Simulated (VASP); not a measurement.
All values below come from PBE GGA with D3 dispersion (Becke-Johnson damping), VASP's PBE PAW potentials (set 64) (plane waves; VASP 6.6.1).

VASP input:

File KPOINTS:
```
Automatic mesh
0
Gamma
8 8 8
0 0 0
```

**INCAR**
```
SYSTEM=GaP
PREC=Accurate; ENCUT=520; LREAL=.FALSE.
LASPH=.TRUE.
EDIFF=1E-7; NELM=100; ALGO=Normal
LMAXMIX=4
ISMEAR=0; SIGMA=0.05
GGA=PE; IVDW=12
ISIF=2
LWAVE=.FALSE.; LCHARG=.FALSE.
```

File POSCAR:
```
GaP
1
    0.0000000000     2.6669941289     2.6669941289
    2.6669941289     0.0000000000     2.6669941289
    2.6669941289     2.6669941289     0.0000000000
Ga P
1 1
Direct
  0.0000000000   0.0000000000   0.0000000000
  0.2500000000   0.2500000000   0.2500000000
```

POTCAR, in this order: Ga_d P (PBE.64 set). Program: vasp_std.

Q: Predict the energy per atom (σ→0), dispersion energy, pressure, band gap (on the k-mesh).

A: 
```
Property                          Result
------------------------  --------------
energy per atom (σ→0)     -4853 meV/atom
dispersion energy           -65.5 kJ/mol
band gap (on the k-mesh)         1.51 eV
pressure                        5.92 GPa
```

**OSZICAR**
```
...
DAV:   8    -0.902740996973E+01    0.10760E-03   -0.16015E-02   897   0.197E+00    0.214E-01
DAV:   9    -0.902775005686E+01   -0.34009E-03   -0.16524E-03   969   0.718E-01    0.812E-02
DAV:  10    -0.902779838938E+01   -0.48333E-04   -0.12981E-04  1133   0.135E-01    0.313E-02
DAV:  11    -0.902786262455E+01   -0.64235E-04   -0.89377E-05   829   0.945E-02    0.559E-03
DAV:  12    -0.902786228100E+01    0.34355E-06   -0.36012E-06  1035   0.328E-02    0.385E-03
DAV:  13    -0.902786266524E+01   -0.38424E-06   -0.10574E-06   849   0.981E-03    0.180E-03
DAV:  14    -0.902786257147E+01    0.93773E-07   -0.83761E-08   597   0.421E-03
   1 F= -.97066374E+01 E0= -.97066374E+01  d E =-.269449E-12
```

The compound is GaP in the zinc blende structure. This cell is one point of a volume scan, at 0.94 of the reference volume.
